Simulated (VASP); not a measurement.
A run of VASP 6.6.1 is set up as follows.

File INCAR:

```
PREC = Accurate
ENCUT = 520
EDIFF = 1E-7
ISMEAR = 0
SIGMA = 0.03
LREAL = F
LASPH = T
NELM = 80
ALGO = Normal
ISIF = 2
LWAVE = F
LCHARG = F
LNONCOLLINEAR = T
MAGMOM = 0 0 0 0 0 0
LORBIT = 11
LSORBIT = T
GGA_COMPAT = F
GGA = PE
```

KPOINTS

```
Automatic mesh
0
Gamma
  6 6 6
```

Contents of POSCAR:

```
InSb                                    
1.0
    0.0000000000      3.2603245817      3.2603245817
    3.2603245817      0.0000000000      3.2603245817
    3.2603245817      3.2603245817      0.0000000000
  In              Sb            
     1     1
Direct
     0.0000000000000000    0.0000000000000000    0.0000000000000000
     0.2500000000000000    0.2500000000000000    0.2500000000000000
```

KPOINTS_OPT

```
explicit points
202
Reciprocal
 0.0000000000  0.0000000000  0.0000000000 1
 0.0555555556  0.0000000000  0.0555555556 1
 0.1111111111  0.0000000000  0.1111111111 1
 0.1666666667  0.0000000000  0.1666666667 1
 0.2222222222  0.0000000000  0.2222222222 1
 0.2777777778  0.0000000000  0.2777777778 1
[... 194 lines left out ...]
 0.5127584400  0.0255168800  0.5127584400 1
 0.4872415600 -0.0255168800  0.4872415600 1
```

Potentials or basis: VASP PAW PBE potentials, release 64 (In_d, Sb).

The run is started by

```console
$ cat potpaw_PBE.64/In_d/POTCAR potpaw_PBE.64/Sb/POTCAR > POTCAR
$ mpirun -np 1 vasp_ncl > vasp.out
```

Problem. Predict the pressure.

Solution. 2.3 GPa.
